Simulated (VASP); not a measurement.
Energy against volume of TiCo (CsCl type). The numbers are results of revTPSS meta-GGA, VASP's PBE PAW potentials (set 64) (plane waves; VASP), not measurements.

| V (Å³/atom) | E (eV/atom) |
|---|---|
| 11.939 | -6.03909 |
| 12.320 | -6.06390 |
| 12.701 | -6.07218 |
| 13.082 | -6.06627 |
| 13.463 | -6.04826 |

Fit a third-order Birch-Murnaghan equation of state.

- volume per atom: 12.72 Å³/atom
- bulk modulus: 1970 kbar
- pressure derivative of the bulk modulus: 4.18
- lattice constant a: 2.941 Å

Measured: bulk modulus 154 GPa (computed value off by +27.7 %), a 2.995 Å (computed value off by -1.8 %), as given by Yamada et al., (2019), arXiv:1910.09660. The calculation is for a static lattice, while the measured bulk modulus, a hold thermal and zero-point effects, which are part of the difference.

The compound is TiCo in the CsCl type structure. It was relaxed first. The run is not spin-polarised, so no magnetic state was tried.
